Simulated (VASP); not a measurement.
Method: PBEsol GGA, VASP's PBE PAW potentials (set 64) (plane waves; VASP 6.6.1).

Input for VASP

INCAR:
```
ALGO  =  Normal
EDIFF  =  1E-6
EDIFFG  =  -0.02
ENCUT  =  500
GGA  =  PS
IBRION  =  2
ISIF  =  3
ISMEAR  =  0
LASPH  =  .TRUE.
LCHARG  =  .FALSE.
LMAXMIX  =  4
LREAL  =  .FALSE.
LWAVE  =  .FALSE.
NELM  =  100
NSW  =  40
PREC  =  Accurate
SIGMA  =  0.05
SYSTEM  =  SrTe
```

File POSCAR:
```
SrTe
1
    0.0000000000     3.6853088263     3.6853088263
    3.6853088263     0.0000000000     3.6853088263
    3.6853088263     3.6853088263     0.0000000000
Sr Te
1 1
Direct
  0.0000000000   0.0000000000   0.0000000000
  0.2500000000   0.2500000000   0.2500000000
```

File KPOINTS:
```
Automatic mesh
0
Gamma
6 6 6
0 0 0
```

POTCAR, in this order: Sr_sv Te (PBE.64 set). Program: vasp_std.

What will the output report for the number of irreducible k-points (NKPTS), largest plane-wave count, number of space-group operations, FFT grid (NGX, NGY, NGZ)?

```json
{
 "number of irreducible k-points (NKPTS)": "16",
 "largest_plane_wave_count": "2637",
 "number_of_space_group_operations": "24",
 "FFT grid (NGX, NGY, NGZ)": "40 × 40 × 40"
}
```

The structure was generated: SrTe was put into the zinc blende type (F-43m), which need not be its known phase. It was relaxed first, which changed the volume by -12 %.
